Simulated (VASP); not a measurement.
Set up this calculation in VASP 6.6.1, as the native input.

```
Task                   : single point
Functional             : RPBE
Potentials or basis    : VASP PAW PBE potentials, release 64 (In, Cu, Be)
Cutoff                 : 500 eV
k mesh                 : 7 × 7 × 7
Occupations            : gaussian, width 0.02 eV
Spin                   : no spin polarisation
Further INCAR settings : ALGO = Normal; EDIFF = 1e-06; NBANDS = 20
```

The structure of Be4InCu lies in POSCAR:

```
Be4InCu
1.0
    0.0000000000      3.1920400000      3.1920400000
    3.1920400000      0.0000000000      3.1920400000
    3.1920400000      3.1920400000      0.0000000000
In Cu Be
1 1 4
Cartesian
    0.0000000000      0.0000000000      0.0000000000
    1.5960200000      1.5960200000      1.5960200000
    3.9817422052      2.4023377948      2.4023377948
    3.9817422052      3.9817422052      3.9817422052
    2.4023377948      2.4023377948      3.9817422052
    2.4023377948      3.9817422052      2.4023377948
```

The cell comes from a database or a generator and needn't be the stable form of this composition.

These files were run (other wordings do the same):

INCAR

```
SYSTEM = Be4InCu
  PREC = Accurate
  ENCUT = 500
  EDIFF = 1E-6
  ISMEAR = 0
  SIGMA = 0.02
  LREAL = .False.
  LASPH = .True.
  NELM = 60
  ALGO = Normal
  ISIF = 2
  LWAVE = .False.
  LCHARG = .False.
  GGA = RP
  NBANDS = 20
```

KPOINTS

```
Automatic mesh
0
Gamma
  7 7 7
  0 0 0
```

Potentials or basis: VASP PAW PBE potentials, release 64 (In, Cu, Be).

Run with:

```console
$ cat potpaw_PBE.64/In/POTCAR potpaw_PBE.64/Cu/POTCAR potpaw_PBE.64/Be/POTCAR > POTCAR
$ mpirun -np 1 vasp_std > vasp.out
```

It gave:

- Pressure: 5.1 GPa
- Largest force: 0.062 eV/Å
- Band gap on the k mesh: none (metal or under the smearing width)

Caveat: the PAW data sets were made with another functional, which shifts forces and pressure a little.

It took 74 s on 1 thread of AMD EPYC 7R43 64-Core Processor (Zen 3), on a shared host, peak memory 0.18 GiB.
